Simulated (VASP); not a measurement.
Method: PBE GGA, VASP's PBE PAW potentials (set 64) (plane waves; VASP 6.6.1).

VASP input:

### KPOINTS
```
Automatic mesh
0
gamma
3 3 3
```

INCAR:
```
ALGO = Normal
EDIFF = 1E-6
EDIFFG = -0.01
ENCUT = 300
GGA = PE
IBRION = 2
ISIF = 3
ISMEAR = 0
ISPIN = 2
LASPH = .TRUE.
LCHARG = .FALSE.
LMAXMIX = 4
LORBIT = 11
LREAL = .FALSE.
LWAVE = .FALSE.
NELM = 100
NSW = 50
PREC = Accurate
SIGMA = 0.272
SYSTEM = FeGe
```

### POSCAR
```
FeGe
1
    4.7158100000     0.0000000000     0.0000000000
    0.0000000000     4.7158100000     0.0000000000
    0.0000000000     0.0000000000     4.7158100000
Fe Ge
4 4
Direct
  0.1347600000   0.1347600000   0.1347600000
  0.3652400000   0.8652400000   0.6347600000
  0.6347600000   0.3652400000   0.8652400000
  0.8652400000   0.6347600000   0.3652400000
  0.8449700000   0.8449700000   0.8449700000
  0.6550300000   0.1550300000   0.3449700000
  0.3449700000   0.6550300000   0.1550300000
  0.1550300000   0.3449700000   0.6550300000
```

POTCAR, in this order: Fe Ge_d (PBE.64 set). Program: vasp_std. The INCAR's line for the spin-polarised start is left out here.

### Question
What will the output report for the number of irreducible k-points (NKPTS), largest plane-wave count, number of space-group operations, FFT grid (NGX, NGY, NGZ)?

### Answer

```json
{
  "number of irreducible k-points (NKPTS)": "4",
  "largest_plane_wave_count": "1242",
  "number_of_space_group_operations": "12",
  "FFT grid (NGX, NGY, NGZ)": "28 × 28 × 28"
}
```

The structure comes from a computed database's FeGe entry; how it stands against other phases isn't given here. This run relaxes it. Symmetry was kept, so distortions that lower it aren't found. The k-mesh is coarse (spacing up to 0.45 per Å, 2π included), so the numbers may not be converged in it. The run is one of a series of settings (EDIFFG = -0.01, IBRION = 2, ISIF = 3, NSW = 50 against the base run), some of them coarse on purpose.
